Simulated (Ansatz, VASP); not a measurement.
## BeCd3S4: VASP beside Ansatz

Contents of INCAR:

```
  ALGO = Normal
  EDIFF = 1E-6
  ENCUT = 520
  GGA = PE
  ISIF = 2
  ISMEAR = 0
  LASPH = T
  LCHARG = T
  LELF = T
  LREAL = F
  LVHAR = T
  LWAVE = F
  NBANDS = 41
  NELM = 80
  PREC = Accurate
  SIGMA = 0.01
```

The input KPOINTS:

```
k-points
0
Gamma
  4 4 4
```

Contents of POSCAR:

```
BeCd3S4
1.0
    5.7611627611      0.0000000000      0.0000000000
    0.0000000000      5.7611627611      0.0000000000
    0.0000000000      0.0000000000      5.7611627611
Be S Cd
1 4 3
Direct
    0.0000000000      0.0000000000      0.0000000000
    0.2208213992      0.2208213992      0.2208213992
    0.7791786008      0.7791786008      0.2208213992
    0.7791786008      0.2208213992      0.7791786008
    0.2208213992      0.7791786008      0.7791786008
    0.5000000000      0.5000000000      0.0000000000
    0.5000000000      0.0000000000      0.5000000000
    0.0000000000      0.5000000000      0.5000000000
```

Input for Ansatz:

```yaml
crystal:
  lattice:
    - [5.7611627611, 0.0, 0.0]
    - [0.0, 5.7611627611, 0.0]
    - [0.0, 0.0, 5.7611627611]
  atoms:
    - { symbol: Be, position: [0.0, 0.0, 0.0] }
    - { symbol: S, position: [0.2208213992, 0.2208213992, 0.2208213992] }
    - { symbol: Cd, position: [0.5, 0.5, 0.0] }
    - { symbol: S, position: [0.7791786008, 0.7791786008, 0.2208213992] }
    - { symbol: Cd, position: [0.5, 0.0, 0.5] }
    - { symbol: S, position: [0.7791786008, 0.2208213992, 0.7791786008] }
    - { symbol: Cd, position: [0.0, 0.5, 0.5] }
    - { symbol: S, position: [0.2208213992, 0.7791786008, 0.7791786008] }
kpoints:
  mp_grid: { grid: [4, 4, 4] }
hamiltonian:
  xc: pbe
scf:
  occupations: { method: fixed }
  n_extra_bands: 6
output:
  forces: true
  stress: true
  eigenvalues: true
```

Alike in both runs: task single point; functional PBE; k mesh 4 × 4 × 4; no spin polarisation.

```csv
,VASP,Ansatz
version,VASP 6.6.1,Ansatz 0.2.0
potentials or method,"VASP PAW PBE potentials, release 64 (Be, S, Cd)","plane waves, PAW"
plane-wave cutoff (eV),520,420
occupations,"gaussian, width 0.01 eV",fixed
valence electrons in the cell,62,86
```

VASP gave:

- gap on the k mesh at the Fermi level (eV): 1.47
- pressure (GPa): -2.9
- rms of the force components (eV/Å): 0.008

**Question.** What did Ansatz give for the same quantities?

**Answer.** gap on the k mesh at the Fermi level (eV): 1.46; pressure (GPa): -3.1; rms of the force components (eV/Å): 0.019.

The two sets of potentials don't hold the same shells in valence.

A k mesh can miss the band edges. A hybrid or GW would open this gap; PBE tends to underestimate it.
